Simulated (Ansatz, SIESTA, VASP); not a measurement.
## One structure in several programs: BaTiO3 (P4mm, 5 atoms in the cell)

Self-consistent single point.

```yaml
crystal:
  lattice:
    - [3.99000, 0.00000, 0.00000]
    - [0.00000, 3.99000, 0.00000]
    - [0.00000, 0.00000, 4.04000]
  atoms:
    - { symbol: Ba, position: [0.00000, 0.00000, 0.00000] }
    - { symbol: Ti, position: [0.50000, 0.50000, 0.51300] }
    - { symbol: O, position: [0.50000, 0.50000, 0.97700] }
    - { symbol: O, position: [0.00000, 0.50000, 0.48700] }
    - { symbol: O, position: [0.50000, 0.00000, 0.48700] }
```

Shared settings, as Ansatz (an electronic-structure program) writes them: kpoints.mp_grid.grid = 7 7 7; magnetization.spin_orbit = true; scf.occupations.method = fermi_dirac; scf.occupations.width = 0.05 eV. Potentials and cutoffs stand in the table.

| code | model | pressure (GPa) | largest force (eV/Å) | gap on the mesh (eV) | cutoff |
|---|---|---|---|---|---|
| SIESTA | GGA PBE with spin-orbit coupling, numerical atomic orbitals DZP, PseudoDojo PBE fully relativistic norm-conserving potentials (rewritten from UPF to PSML) | – | 0.183 | 1.835 | grid 350 Ry |
| VASP | PBE, spin-orbit coupling, VASP's PBE PAW potentials (set 64) | -0.18 | 0.155 | 1.885 | 400 eV |
| Ansatz | PBE with spin-orbit coupling, default PAW files | 2.26 | 0.187 | 1.942 | 420 eV |

Size of the force on each atom (eV/Å): Sizes of forces hide their directions.

```
code      Ba1    Ti2     O3     O4     O5
------  -----  -----  -----  -----  -----
SIESTA  0.062  0.183  0.113  0.011  0.011
VASP    0.011  0.155  0.064  0.040  0.040
Ansatz  0.008  0.187  0.099  0.048  0.048
```

A dash marks a value that a program does not give, or that is left out as unsure.

Gaps are read on the mesh.

The spread over the programs that give each value: pressure within 2.44 GPa; largest force within 0.032 eV/Å; gap on the mesh within 0.107 eV.

SIESTA uses small atom-centred bases, whose incompleteness enters pressures, forces and empty levels differently from a plane-wave cutoff. Ansatz's pressure is given at a fixed set of plane waves, as the other plane-wave codes print theirs; with its correction for the finite basis it is 2.81 GPa (the shift of 0.54 GPa shows how far the cutoff is from converged).

VASP's run is marked for a possible Pulay error in its stress at this cutoff; no cutoff test was made.

The starting cell has typed, rounded lattice constants, without a prior relaxation at this level.

Keys are those of Ansatz 0.2.
